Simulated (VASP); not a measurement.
# BSbP2: structure and properties in VASP, part 4 of 5

Aim: relax BSbP2, then compute properties on the relaxed cell. The cell is invented: it takes the structure of COD entry 9008835, BP (space group 216 there), with some of its atoms replaced by other elements, volume scaled by an estimate. It may not be a known or stable phase. The atoms of the start are displaced at random from the sites of a P-4m2 cell.

VASP 6.6.1; vdW-DF2; plane waves and PAW (Sb, P, B); invented cell.

So far. Step 7 (Density of states (vdW-DF2)): The finer mesh and the other smearing move the Fermi level by +0.25 eV from the 7×7×3 run, one measure of the sampling error in the zero of the bands above. Of the states within 0.3 eV of the Fermi level, the largest shares in the PAW spheres are P p 25 % and Sb p 13 %. The rest lies in smaller channels or between the spheres. Step 8 (Volume scan with vdW-DF2): The pressure here is 5.18 GPa.

## Step 9: Volume scan with vdW-DF2 (run 2)

INCAR

```
SYSTEM = BSbP2
PREC = Accurate
ENCUT = 420
EDIFF = 1E-06
NELM = 100
ISMEAR = 0
SIGMA = 0.05
LREAL = .FALSE.
ALGO = Normal
GGA = ML
AGGAC = 0
LUSE_VDW = .TRUE.
ZAB_VDW = -1.8867
LASPH = .TRUE.
NBANDS = 15
LORBIT = 11
LWAVE = .FALSE.
LCHARG = .FALSE.
KPAR = 2
ISIF = 2
```

POSCAR

```
BSbP2
1.0
    3.1738866787     -0.0008025591      0.0023268536
    0.0004351480      3.4672704239      0.5062459719
    0.0163718804      0.6846323886      7.3606997030
Sb P B
1 2 1
Direct
    0.9975070322      0.1552607656      0.0651020742
    0.9946976869      0.5262701779      0.3246090034
    0.4929352391      0.8727276132      0.6335608377
    0.4936240417      0.4499054433      0.4783000846
```

KPOINTS

```
Automatic mesh
0
Gamma
7 7 3
0 0 0
```

The projector-augmented-wave data sets are Sb, P and B (PBE family, release 64).

The run is started by

```console
$ mpirun -np 2 vasp_std
```

What it wrote:

```text
[... set-up lines as in an earlier step ...]
 entering main loop
       N       E                     dE             d eps       ncg     rms          rms(c)
DAV:   1     0.640879066883E+02    0.64088E+02   -0.59879E+03  2220   0.819E+02
DAV:   2    -0.109514843875E+02   -0.75039E+02   -0.70233E+02  2915   0.155E+02
DAV:   3    -0.152845322813E+02   -0.43330E+01   -0.42886E+01  2976   0.420E+01
DAV:   4    -0.153366429246E+02   -0.52111E-01   -0.52069E-01  2873   0.527E+00
DAV:   5    -0.153378066439E+02   -0.11637E-02   -0.11635E-02  3091   0.747E-01    0.739E+00
DAV:   6    -0.138980552792E+02    0.14398E+01   -0.32663E+00  2598   0.128E+01    0.393E+00
DAV:   7    -0.139212096932E+02   -0.23154E-01   -0.10216E+00  3046   0.561E+00    0.216E+00
DAV:   8    -0.139189495640E+02    0.22601E-02   -0.44071E-02  3011   0.156E+00    0.995E-01
DAV:   9    -0.139234804882E+02   -0.45309E-02   -0.21090E-02  2934   0.104E+00    0.162E-01
DAV:  10    -0.139235107497E+02   -0.30262E-04   -0.11914E-03  3025   0.234E-01    0.742E-02
DAV:  11    -0.139235175724E+02   -0.68227E-05   -0.22602E-04  3046   0.103E-01    0.328E-02
DAV:  12    -0.139235459644E+02   -0.28392E-04   -0.63712E-05  2731   0.736E-02    0.152E-02
DAV:  13    -0.139235472858E+02   -0.13214E-05   -0.47996E-06  3088   0.165E-02    0.760E-03
DAV:  14    -0.139235478305E+02   -0.54470E-06   -0.19368E-06  2146   0.126E-02
   1 F= -.13923548E+02 E0= -.13922695E+02  d E =-.170576E-02
```

Run time: 29 s. Hardware: 2 MPI ranks of Intel Xeon 6975P-C (Granite Rapids), shared host; peak memory 0.8 GiB.

OUTCAR, selected parts (step 9):

```text
   ENCUT  =  420.0 eV  30.87 Ry    5.56 a.u.   5.30  5.86 12.35*2*pi/ulx,y,z

   NELECT =      18.0000    total number of electrons

 E-fermi :   5.5504

 k-point     1 :       0.0000    0.0000    0.0000
  band No.  band energies     occupation
    ...
      4       2.2854      2.00000
      5       2.3776      2.00000
      6       3.0755      2.00000
      7       3.9110      2.00000
      8       4.8344      2.00000
      9       7.6834      0.00000
     10       8.0311      0.00000
     11       8.4430      0.00000
     12       9.2191      0.00000
     13       9.4297      0.00000
    ...

Total vdW correction in eV:      2.6600043

  Total        1.5744197      1.6607691      1.6572223     -0.0007754      0.0037368      0.0116790
  in kB       31.5698049     33.3012588     33.2301384     -0.0155479      0.0749297      0.2341835
  external PRESSURE =      32.7004007 kB  Pullay stress =       0.0000000 kB

 POSITION                                       TOTAL-FORCE (eV/Angst)
 -----------------------------------------------------------------------------------
      3.16711      0.58210      0.56012        -0.005336      0.052319     -0.340514
      3.16260      2.04616      2.65809         0.005187      0.002948     -0.025900
      1.57527      3.45934      5.10641        -0.001671     -0.036674      0.230659
      1.57473      1.88701      3.74953         0.001820     -0.018592      0.135755
 -----------------------------------------------------------------------------------
    total drift:                               -0.000147     -0.000034      0.000077

  FREE ENERGIE OF THE ION-ELECTRON SYSTEM (eV)
  ---------------------------------------------------
  free  energy   TOTEN  =       -13.9235478305 eV

  energy  without entropy=      -13.9218420683  energy(sigma->0) =      -13.92269495

Total vdW correction in eV:      2.6600005

[... 3 parts as in an earlier step ...]

[... 13 further parts left out ...]
```

This step gave:

| Property | Result |
| --- | --- |
| free energy (TOTEN) | -13.92 eV |
| energy at zero smearing | -13.92 eV |
| Fermi energy | 5.550 eV |
| pressure | 3.270 GPa |

Force by atom:

| atom | x (eV/Å) | y (eV/Å) | z (eV/Å) | size |
| --- | --- | --- | --- | --- |
| Sb1 | -0.005 | 0.052 | -0.341 | 0.345 |
| P2 | 0.005 | 0.003 | -0.026 | 0.027 |
| P3 | -0.002 | -0.037 | 0.231 | 0.234 |
| B4 | 0.002 | -0.019 | 0.136 | 0.137 |

The pressure falls from 5.18 to 3.27 GPa.

The run ends at a pressure of 3.27 GPa, with forces up to 0.34 eV/Å.

## Step 10: Volume scan with vdW-DF2 (run 3)

INCAR is that of step 9.

POSCAR

```
BSbP2
1.0
    3.1957762440     -0.0008080941      0.0023429014
    0.0004381491      3.4911833894      0.5097374338
    0.0164847935      0.6893541405      7.4114647534
Sb P B
1 2 1
Direct
    0.9975070322      0.1552607656      0.0651020742
    0.9946976869      0.5262701779      0.3246090034
    0.4929352391      0.8727276132      0.6335608377
    0.4936240417      0.4499054433      0.4783000846
```

KPOINTS is that of step 9.

The run is started by

```console
$ mpirun -np 2 vasp_std
```

What it wrote:

```text
[... set-up lines as in an earlier step ...]
 entering main loop
       N       E                     dE             d eps       ncg     rms          rms(c)
DAV:   1     0.619124606544E+02    0.61912E+02   -0.59499E+03  2220   0.818E+02
DAV:   2    -0.110303970407E+02   -0.72943E+02   -0.68622E+02  2951   0.151E+02
DAV:   3    -0.152582104545E+02   -0.42278E+01   -0.41822E+01  2990   0.413E+01
DAV:   4    -0.153086899981E+02   -0.50480E-01   -0.50440E-01  2880   0.515E+00
[...]
DAV:  12    -0.139485751057E+02   -0.29138E-04   -0.70728E-05  2759   0.766E-02    0.159E-02
DAV:  13    -0.139485761191E+02   -0.10134E-05   -0.65596E-06  3074   0.199E-02    0.891E-03
DAV:  14    -0.139485768106E+02   -0.69148E-06   -0.30979E-06  2822   0.147E-02
   1 F= -.13948577E+02 E0= -.13947680E+02  d E =-.179409E-02
```

The job ended after 29 s (2 MPI ranks; peak memory 0.8 GiB).

OUTCAR, selected parts (step 10):

```text
  Total        0.7631819      0.7983674      0.8047496     -0.0011069      0.0035901      0.0120571
  in kB       14.9907931     15.6819229     15.8072863     -0.0217418      0.0705191      0.2368316
  external PRESSURE =      15.4933341 kB  Pullay stress =       0.0000000 kB

 POSITION                                       TOTAL-FORCE (eV/Angst)
 -----------------------------------------------------------------------------------
      3.18895      0.58612      0.56398        -0.005624      0.026797     -0.164342
      3.18441      2.06027      2.67642         0.005522      0.001400     -0.014153
      1.58614      3.48320      5.14163        -0.001684     -0.019208      0.110927
      1.58559      1.90002      3.77539         0.001785     -0.008990      0.067568
 -----------------------------------------------------------------------------------
    total drift:                               -0.000149      0.000076      0.000040

  FREE ENERGIE OF THE ION-ELECTRON SYSTEM (eV)
  ---------------------------------------------------
  free  energy   TOTEN  =       -13.9485768106 eV

  energy  without entropy=      -13.9467827189  energy(sigma->0) =      -13.94767976

[... 1 part as in an earlier step ...]

[... 2 further parts left out ...]
[key lines of the parts left out:]
E-fermi :   5.3214
```

The pressure falls from 3.27 to 1.55 GPa.

The run ends at a pressure of 1.55 GPa, with forces up to 0.17 eV/Å.

## Step 11: Volume scan with vdW-DF2 (run 4)

INCAR is that of step 10.

POSCAR

```
BSbP2
1.0
    3.2173699818     -0.0008135544      0.0023587323
    0.0004411097      3.5147731819      0.5131817101
    0.0165961806      0.6940120800      7.4615437371
Sb P B
1 2 1
Direct
    0.9975070322      0.1552607656      0.0651020742
    0.9946976869      0.5262701779      0.3246090034
    0.4929352391      0.8727276132      0.6335608377
    0.4936240417      0.4499054433      0.4783000846
```

KPOINTS is that of step 10.

The run is started by

```console
$ mpirun -np 2 vasp_std
```

What it wrote:

```text
[... set-up lines as in an earlier step ...]
 entering main loop
       N       E                     dE             d eps       ncg     rms          rms(c)
DAV:   1     0.606468922311E+02    0.60647E+02   -0.59005E+03  2220   0.814E+02
DAV:   2    -0.111428973482E+02   -0.71790E+02   -0.68028E+02  2963   0.150E+02
DAV:   3    -0.152188654049E+02   -0.40760E+01   -0.40476E+01  2892   0.407E+01
DAV:   4    -0.152670639890E+02   -0.48199E-01   -0.48151E-01  2961   0.502E+00
[...]
DAV:  12    -0.139566353083E+02   -0.28415E-04   -0.75274E-05  2794   0.776E-02    0.166E-02
DAV:  13    -0.139566365228E+02   -0.12144E-05   -0.93279E-06  2976   0.247E-02    0.960E-03
DAV:  14    -0.139566373144E+02   -0.79159E-06   -0.41388E-06  2955   0.164E-02
   1 F= -.13956637E+02 E0= -.13955709E+02  d E =-.185639E-02
```

The job ended after 29 s (2 MPI ranks; peak memory 0.8 GiB; 57 s of CPU time).

Parts of OUTCAR (step 11):

```text
  Total        0.0037339     -0.0082242      0.0053194     -0.0013922      0.0037031      0.0123839
  in kB        0.0718757     -0.1583139      0.1023970     -0.0267998      0.0712835      0.2383856
  external PRESSURE =       0.0053196 kB  Pullay stress =       0.0000000 kB

 POSITION                                       TOTAL-FORCE (eV/Angst)
 -----------------------------------------------------------------------------------
      3.21050      0.59008      0.56779        -0.005815      0.003304     -0.002656
      3.20593      2.07419      2.69450         0.005721     -0.000274     -0.002138
      1.59685      3.50674      5.17637        -0.001690     -0.002903     -0.000440
      1.59631      1.91286      3.80090         0.001783     -0.000127      0.005235
 -----------------------------------------------------------------------------------
    total drift:                               -0.000158      0.000242     -0.001166

  FREE ENERGIE OF THE ION-ELECTRON SYSTEM (eV)
  ---------------------------------------------------
  free  energy   TOTEN  =       -13.9566373144 eV

  energy  without entropy=      -13.9547809212  energy(sigma->0) =      -13.95570912

[... 2 parts as in an earlier step ...]

[... 1 further part left out ...]
[key lines of the parts left out:]
E-fermi :   5.1024
```

The pressure falls from 1.55 to 0.00 GPa.

The run ends at a pressure of 0.00 GPa, with forces up to 0.0072 eV/Å.

## Step 12: Volume scan with vdW-DF2 (run 5)

INCAR is that of step 11.

POSCAR

```
BSbP2
1.0
    3.2386776887     -0.0008189423      0.0023743535
    0.0004440310      3.5380505039      0.5165803635
    0.0167060923      0.6986083204      7.5109593741
Sb P B
1 2 1
Direct
    0.9975070322      0.1552607656      0.0651020742
    0.9946976869      0.5262701779      0.3246090034
    0.4929352391      0.8727276132      0.6335608377
    0.4936240417      0.4499054433      0.4783000846
```

KPOINTS is that of step 11.

The run is started by

```console
$ mpirun -np 2 vasp_std
```

What it wrote:

```text
[... set-up lines as in an earlier step ...]
 entering main loop
       N       E                     dE             d eps       ncg     rms          rms(c)
DAV:   1     0.611041447110E+02    0.61104E+02   -0.58855E+03  2220   0.813E+02
DAV:   2    -0.108920489197E+02   -0.71996E+02   -0.67860E+02  2966   0.150E+02
DAV:   3    -0.151604789158E+02   -0.42684E+01   -0.42262E+01  2948   0.411E+01
DAV:   4    -0.152129909382E+02   -0.52512E-01   -0.52468E-01  2889   0.522E+00
[...]
DAV:  12    -0.139494227839E+02   -0.26707E-04   -0.76384E-05  2850   0.768E-02    0.173E-02
DAV:  13    -0.139494249484E+02   -0.21645E-05   -0.11994E-05  2871   0.290E-02    0.988E-03
DAV:  14    -0.139494258249E+02   -0.87652E-06   -0.47539E-06  3102   0.174E-02
   1 F= -.13949426E+02 E0= -.13948483E+02  d E =-.188662E-02
```

It took 30 s on 2 MPI ranks; peak memory 0.79 GiB; 58 s of CPU time.

Parts of OUTCAR (step 12):

```text
  Total       -0.7085911     -0.7630234     -0.7445632     -0.0016086      0.0037739      0.0126078
  in kB      -13.3726699    -14.3999271    -14.0515433     -0.0303573      0.0712213      0.2379374
  external PRESSURE =     -13.9413801 kB  Pullay stress =       0.0000000 kB

 POSITION                                       TOTAL-FORCE (eV/Angst)
 -----------------------------------------------------------------------------------
      3.23176      0.59398      0.57155        -0.005951     -0.018570      0.147506
      3.22716      2.08793      2.71235         0.005882     -0.001977      0.009612
      1.60743      3.52996      5.21065        -0.001692      0.012438     -0.104765
      1.60688      1.92553      3.82608         0.001761      0.008109     -0.052353
 -----------------------------------------------------------------------------------
    total drift:                               -0.000027      0.000103     -0.000891

  FREE ENERGIE OF THE ION-ELECTRON SYSTEM (eV)
  ---------------------------------------------------
  free  energy   TOTEN  =       -13.9494258249 eV

  energy  without entropy=      -13.9475392080  energy(sigma->0) =      -13.94848252

[... 1 part as in an earlier step ...]

[... 2 further parts left out ...]
[key lines of the parts left out:]
E-fermi :   4.8926
```

The pressure falls from 0.00 to -1.39 GPa.

The run ends at a pressure of -1.39 GPa, with forces up to 0.15 eV/Å.

## Step 13: Volume scan with vdW-DF2 (run 6)

INCAR is that of step 12.

POSCAR

```
BSbP2
1.0
    3.2597086526     -0.0008242603      0.0023897718
    0.0004469144      3.5610255015      0.5199348755
    0.0168145764      0.7031448652      7.5597332043
Sb P B
1 2 1
Direct
    0.9975070322      0.1552607656      0.0651020742
    0.9946976869      0.5262701779      0.3246090034
    0.4929352391      0.8727276132      0.6335608377
    0.4936240417      0.4499054433      0.4783000846
```

KPOINTS is that of step 12.

The run is started by

```console
$ mpirun -np 2 vasp_std
```

What it wrote:

```text
[... set-up lines as in an earlier step ...]
 entering main loop
       N       E                     dE             d eps       ncg     rms          rms(c)
DAV:   1     0.621774481117E+02    0.62177E+02   -0.59023E+03  2220   0.813E+02
DAV:   2    -0.107392566394E+02   -0.72917E+02   -0.68779E+02  2993   0.150E+02
DAV:   3    -0.150952344592E+02   -0.43560E+01   -0.43180E+01  2913   0.415E+01
DAV:   4    -0.151479561923E+02   -0.52722E-01   -0.52672E-01  2942   0.523E+00
[...]
DAV:  12    -0.139284583560E+02   -0.25710E-04   -0.75797E-05  2843   0.758E-02    0.178E-02
DAV:  13    -0.139284613361E+02   -0.29801E-05   -0.13680E-05  2787   0.314E-02    0.988E-03
DAV:  14    -0.139284622510E+02   -0.91493E-06   -0.48981E-06  3074   0.175E-02
   1 F= -.13928462E+02 E0= -.13927518E+02  d E =-.188858E-02
```

Run time: 32 s. Hardware: 2 MPI ranks; peak memory 0.83 GiB; 62 s of CPU time.

Parts of OUTCAR (step 13):

```text
  Total       -1.3771043     -1.4696304     -1.4475516     -0.0017860      0.0037226      0.0127511
  in kB      -25.4891957    -27.2017850    -26.7931228     -0.0330578      0.0689035      0.2360144
  external PRESSURE =     -26.4947012 kB  Pullay stress =       0.0000000 kB

 POSITION                                       TOTAL-FORCE (eV/Angst)
 -----------------------------------------------------------------------------------
      3.25275      0.59784      0.57526        -0.006192     -0.038781      0.286413
      3.24812      2.10149      2.72996         0.006062     -0.003712      0.021384
      1.61787      3.55288      5.24449        -0.001688      0.026754     -0.202464
      1.61731      1.93803      3.85092         0.001819      0.015738     -0.105333
 -----------------------------------------------------------------------------------
    total drift:                               -0.000189     -0.000165      0.000131

  FREE ENERGIE OF THE ION-ELECTRON SYSTEM (eV)
  ---------------------------------------------------
  free  energy   TOTEN  =       -13.9284622510 eV

  energy  without entropy=      -13.9265736733  energy(sigma->0) =      -13.92751796

[... 1 part as in an earlier step ...]

[... 2 further parts left out ...]
[key lines of the parts left out:]
E-fermi :   4.6911
```

The pressure falls from -1.39 to -2.65 GPa.

The run ends at a pressure of -2.65 GPa, with forces up to 0.29 eV/Å.

## Step 14: Volume scan with vdW-DF2 (run 7)

INCAR is that of step 13.

POSCAR

```
BSbP2
1.0
    3.2804716879     -0.0008295105      0.0024049937
    0.0004497611      3.5837078042      0.5232466519
    0.0169216785      0.7076236157      7.6078856694
Sb P B
1 2 1
Direct
    0.9975070322      0.1552607656      0.0651020742
    0.9946976869      0.5262701779      0.3246090034
    0.4929352391      0.8727276132      0.6335608377
    0.4936240417      0.4499054433      0.4783000846
```

KPOINTS is that of step 13.

The run is started by

```console
$ mpirun -np 2 vasp_std
```

What it wrote:

```text
[... set-up lines as in an earlier step ...]
 entering main loop
       N       E                     dE             d eps       ncg     rms          rms(c)
DAV:   1     0.604941387959E+02    0.60494E+02   -0.58282E+03  2220   0.807E+02
DAV:   2    -0.107350488720E+02   -0.71229E+02   -0.67088E+02  2933   0.148E+02
DAV:   3    -0.150217726867E+02   -0.42867E+01   -0.42452E+01  3018   0.409E+01
DAV:   4    -0.150733910816E+02   -0.51618E-01   -0.51585E-01  2852   0.518E+00
[...]
DAV:  12    -0.138951170553E+02   -0.24868E-04   -0.74062E-05  2857   0.742E-02    0.180E-02
DAV:  13    -0.138951205043E+02   -0.34490E-05   -0.14693E-05  2759   0.326E-02    0.960E-03
DAV:  14    -0.138951214872E+02   -0.98289E-06   -0.48719E-06  3018   0.174E-02
   1 F= -.13895121E+02 E0= -.13894187E+02  d E =-.186992E-02
```

It took 32 s on 2 MPI ranks; peak memory 0.83 GiB; 62 s of CPU time.

OUTCAR, selected parts (step 14):

```text
  Total       -2.0054947     -2.1315349     -2.1073308     -0.0019229      0.0037837      0.0127933
  in kB      -36.4198598    -38.7087556    -38.2692079     -0.0349197      0.0687129      0.2323275
  external PRESSURE =     -37.7992745 kB  Pullay stress =       0.0000000 kB

 POSITION                                       TOTAL-FORCE (eV/Angst)
 -----------------------------------------------------------------------------------
      3.27347      0.60165      0.57893        -0.006373     -0.057479      0.413976
      3.26881      2.11487      2.74735         0.006214     -0.005507      0.033194
      1.62817      3.57551      5.27790        -0.001686      0.040328     -0.293568
      1.62762      1.95038      3.87545         0.001845      0.022658     -0.153602
 -----------------------------------------------------------------------------------
    total drift:                               -0.000192     -0.000050      0.000070

  FREE ENERGIE OF THE ION-ELECTRON SYSTEM (eV)
  ---------------------------------------------------
  free  energy   TOTEN  =       -13.8951214872 eV

  energy  without entropy=      -13.8932515663  energy(sigma->0) =      -13.89418653

[... 1 part as in an earlier step ...]

[... 2 further parts left out ...]
[key lines of the parts left out:]
E-fermi :   4.4974
```

The pressure falls from -2.65 to -3.78 GPa.

The run ends at a pressure of -3.78 GPa, with forces up to 0.42 eV/Å.

## Step 15: Fit for vdW-DF2

This step: Birch-Murnaghan fit, vdW-DF2; plane waves and PAW; invented cell (VASP 6.6.1).

This step runs nothing: it gathers the runs above.

This step gave:

```yaml
pressure_derivative_of_the_bulk_modulus: 4.256
r_m_s_error_of_the_fit: 3.32e-7 eV/atom
minimum_inside_the_sampled_range: yes
bulk_modulus: 73.29 GPa
equilibrium_volume_of_the_fit: 20.81 Å³/atom
```

Table of energy above the fitted minimum by volume:

| volume (Å³/atom) | energy above the fitted minimum (eV/atom) |
| --- | --- |
| 19.559 | 0.0192 |
| 19.976 | 0.00825 |
| 20.392 | 0.00201 |
| 20.808 | -4.2e-8 |
| 21.224 | 0.00181 |
| 21.640 | 0.00705 |
| 22.056 | 0.0154 |

The fitted volume lies +0.02 % from the relaxed one. The atoms bear forces along the scan, since they were held; freeing them would lower the modulus.

## Step 16: Volume scan with vdW-DF2 (run 8)

This step: vdW-DF2; plane waves and PAW (Sb, P, B); invented cell (VASP 6.6.1).

INCAR is that of step 14.

POSCAR

```
BSbP2
1.0
    3.1516909408     -0.0007969466      0.0023105814
    0.0004321049      3.4430229843      0.5027056745
    0.0162573880      0.6798445928      7.3092245944
Sb P B
1 2 1
Direct
    0.9975070322      0.1552607656      0.0651020742
    0.9946976869      0.5262701779      0.3246090034
    0.4929352391      0.8727276132      0.6335608377
    0.4936240417      0.4499054433      0.4783000846
```

KPOINTS is that of step 14.

The run is started by

```console
$ mpirun -np 2 vasp_std
```

What it wrote:

```text
[... set-up lines as in an earlier step ...]
 entering main loop
       N       E                     dE             d eps       ncg     rms          rms(c)
[... 13 cycles as in an earlier step ...]
   1 F= -.13879679E+02 E0= -.13878872E+02  d E =-.161392E-02
```

Run time: 30 s. Hardware: 2 MPI ranks; peak memory 0.8 GiB.

Parts of OUTCAR (step 16):

```text
[... 6 parts as in an earlier step ...]

[... 1 further part left out ...]
[key lines of the parts left out:]
E-fermi :   5.7904
```

The pressure here is 5.18 GPa.

The run ends at a pressure of 5.18 GPa, with forces up to 0.54 eV/Å.

(Continued in part 5 of 5.)

[Lines on the potential files, build, host, timing and source positions are cut from VASP's logs without a mark.]

[Logs are printed without paths, hosts, clocks, repeated set-up lines and the standing remarks that a program may print on its own settings, such as how far it seeks lower states.]

[Hosts, paths, dates, database ids (printed as entryN), source tags and the programs' standing remarks are cut or masked in the printed files.]

[A measured line is paired with the nearest computed mode of its activity, which favours agreement.]
